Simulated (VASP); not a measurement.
Input:

```yaml
crystal:
  lattice:
    - [0.00000, 3.13119, 3.13119]
    - [3.13119, 0.00000, 3.13119]
    - [3.13119, 3.13119, 0.00000]
  atoms:
    - { symbol: Na, position: [0.00000, 0.00000, 0.00000] }
    - { symbol: I, position: [0.50000, 0.50000, 0.50000] }
```

These are LDA (Ceperley-Alder, Perdew-Zunger), VASP's LDA PAW potentials (set 64) (plane waves; VASP) values and carry that method's errors. Numerical set-up: 520 eV cut-off, Gaussian smearing of 0.050 eV, potentials Na_pv I.

Unless said otherwise, spin-orbit coupling is left out, though it shifts the bands of the heavy elements here.

Give the energies of bands 5 to 10 at the high-symmetry points, in eV from the valence-band maximum.

| band | Γ | X | U | L | W |
|---|---|---|---|---|---|
| 5 | 0.00 | -2.30 | -2.00 | -2.63 | -1.72 |
| 6 | 0.00 | -0.91 | -1.65 | -0.35 | -1.72 |
| 7 | 0.00 | -0.91 | -0.74 | -0.35 | -1.15 |
| 8 | 3.63 | 4.33 | 5.04 | 4.89 | 5.86 |
| 9 | 7.79 | 5.18 | 6.62 | 7.36 | 7.44 |
| 10 | 7.79 | 10.28 | 8.88 | 7.36 | 7.44 |

The gap is direct, 3.63 eV, from the valence maximum at Γ to the conduction minimum at Γ.

Measured: gap 5.90 eV (computed value off by -2.27 eV), as given by Abedi et al., (2022), arXiv:2211.14644.

The compound is NaI in the rock salt structure. It was relaxed first, which changed the volume by -9 %.
